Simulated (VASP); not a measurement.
Data:

```
CELL_PARAMETERS angstrom
      0.00000     2.93476     2.93476
      2.93476     0.00000     2.93476
      2.93476     2.93476     0.00000
ATOMIC_POSITIONS crystal
  Sb 0.00000 0.00000 0.00000
  Pd 0.50000 0.50000 0.50000
```

Calculation: PBE GGA, VASP's PBE PAW potentials (set 64) (plane waves; VASP). Numerical set-up: PREC = Low, 400 eV cut-off, 10×10×10 Γ-centred mesh, first-order Methfessel-Paxton smearing of 0.10 eV, potentials Sb Pd.

Give the stress tensor in GPa (positive for a compressed cell).

```
-10.88    0.00    0.00
  0.00  -10.88    0.00
  0.00    0.00  -10.88
```
The pressure is its mean diagonal, -10.88 GPa.

The structure was generated: SbPd was put into the rocksalt type (Fm-3m), which need not be its known phase. The cell was not relaxed at this level. The run is one of a series of settings (PREC = Low against the base run), some of them coarse on purpose. The electron count is odd and the run is not spin-polarised, which forces a metal.
